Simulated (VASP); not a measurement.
Input for VASP

**KPOINTS**
```
Automatic mesh
0
Gamma
6 6 6
0 0 0
```

INCAR:
```
SYSTEM = GaAs
PREC = Accurate
ENCUT = 400
EDIFF = 1E-6
NELM = 100
ALGO = Normal
LREAL = .FALSE.
LASPH = .TRUE.
ISMEAR = 0
SIGMA = 0.05
GGA = PE
LMAXMIX = 4
LWAVE = .FALSE.
LCHARG = .FALSE.
ISIF = 2
```

### POSCAR
```
GaAs
1
    0.0000000000     2.8250165090     2.8250429598
    2.8249813217     0.0000000000     2.8250073943
    2.8249882414     2.8249531706     0.0000000000
Ga As
1 1
Direct
  0.0000000000   0.0000000000   0.0000000000
  0.2500000000   0.2500000000   0.2500000000
```

POTCAR, in this order: Ga_d As (PBE.64 set). Program: vasp_std.

The run wrote:

### standard output
```
 POSCAR found type information on POSCAR GaAs
 POSCAR found :  2 types and       2 ions
 Reading from existing POTCAR
 Reading from existing POTCAR

 -----------------------------------------------------------------------------
|                                                                             |
|           W    W    AA    RRRRR   N    N  II  N    N   GGGG   !!!           |
|           W    W   A  A   R    R  NN   N  II  NN   N  G    G  !!!           |
|           W    W  A    A  R    R  N N  N  II  N N  N  G       !!!           |
|           W WW W  AAAAAA  RRRRR   N  N N  II  N  N N  G  GGG   !            |
|           WW  WW  A    A  R   R   N   NN  II  N   NN  G    G                |
|           W    W  A    A  R    R  N    N  II  N    N   GGGG   !!!           |
|                                                                             |
|     Inconsistent Bravais lattice types found for crystalline and            |
|     reciprocal lattice:                                                     |
|                                                                             |
|        Crystalline: face-centered cubic                                     |
|        Reciprocal : base-centered monoclinic                                |
|                    (instead of body-centered cubic)                         |
|                                                                             |
|     In most cases this is due to inaccuracies in the specification of       |
|     the crytalline lattice vectors.                                         |
|                                                                             |
|     Suggested SOLUTIONS:                                                    |
|      ) Refine the lattice parameters of your structure,                     |
|      ) and/or try changing SYMPREC.                                         |
|                                                                             |
 -----------------------------------------------------------------------------

 LDA part: xc-table for (Slater+PW92), standard interpolation

 -----------------------------------------------------------------------------
|                                                                             |
|     EEEEEEE  RRRRRR   RRRRRR   OOOOOOO  RRRRRR      ###     ###     ###     |
|     E        R     R  R     R  O     O  R     R     ###     ###     ###     |
|     E        R     R  R     R  O     O  R     R     ###     ###     ###     |
|     EEEEE    RRRRRR   RRRRRR   O     O  RRRRRR       #       #       #      |
|     E        R   R    R   R    O     O  R   R                               |
|     E        R    R   R    R   O     O  R    R      ###     ###     ###     |
|     EEEEEEE  R     R  R     R  OOOOOOO  R     R     ###     ###     ###     |
|                                                                             |
|     IBZKPT: not all point group operations associated with the symmetry     |
|     operators of the crystalline lattice are members of the point group     |
|     of the reciprocal lattice.                                              |
|                                                                             |
|       ---->  I REFUSE TO CONTINUE WITH THIS SICK JOB ... BYE!!! <----       |
|                                                                             |
 -----------------------------------------------------------------------------
```

**Question.** Read input and log: which fault does this run have?
A. POTIM is too large for the ionic optimiser
B. the mesh has unequal divisions along equivalent axes and breaks the lattice's symmetry
C. ICHARG = 11 asks for a fixed density, but there is no CHGCAR
D. the lattice vectors carry noise near SYMPREC

**Answer.** D, the lattice vectors carry noise near SYMPREC. VASP stops with an error: IBZKPT: not all point group operations associated with the symmetry operators of the crystalline lattice are members of the point group of the reciprocal lattice. ----> I REFUSE TO CONTINUE WITH THIS SICK JOB ... BYE!!! <----

To mend it, correct POSCAR.
**POSCAR**
```
GaAs
1
    0.0000000000     2.8250000000     2.8250000000
    2.8250000000     0.0000000000     2.8250000000
    2.8250000000     2.8250000000     0.0000000000
Ga As
1 1
Direct
  0.0000000000   0.0000000000   0.0000000000
  0.2500000000   0.2500000000   0.2500000000
```
The mended run (PBE GGA, plane waves, VASP's PBE PAW potentials (set 64)) converges, and its OSZICAR ends with
```
   1 F= -.82238594E+01 E0= -.82238594E+01  d E =-.140983E-10
```

The compound is GaAs in the zinc blende structure. The cell was not relaxed at this level.
